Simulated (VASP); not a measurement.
Runs of VASP 6.6.1 on OCH4. The cell holds a molecule in a box, 6 atoms: a = 12.772 Å, b = 13.272 Å, c = 13.772 Å, α = 90.00°, β = 90.00°, γ = 90.00°. 

```csv
level,potentials or basis,cutoff (eV),gap on the mesh (eV),largest force (eV/Å)
RPBE+D3(BJ),"VASP PAW PBE potentials, release 64 (O, C, H)",400,5.47,0.28
PBE+D3(BJ),"VASP PAW PBE potentials, release 64 (O, C, H)",520,5.57,0.10
PBE,"VASP PAW PBE potentials, release 64 (O, C, H)",400,5.57,0.04
PBEsol,"VASP PAW PBE potentials, release 64 (O, C, H)",400,(a),(b)
LDA,"VASP PAW LDA potentials, release 64 (O, C, H)",400,5.66,0.66
```

Alike in all rows: task single point; no spin polarisation; cell as given; k mesh 1 × 1 × 1; smearing gaussian 0.01 eV.

Q: Estimate the missing entries.

A: (a) 5.59; (b) 0.36.

Caveats: the PAW data sets were made with another functional, which shifts forces and pressure a little (some runs).

A k mesh can miss the band edges.

Not every run made on this cell is shown here.
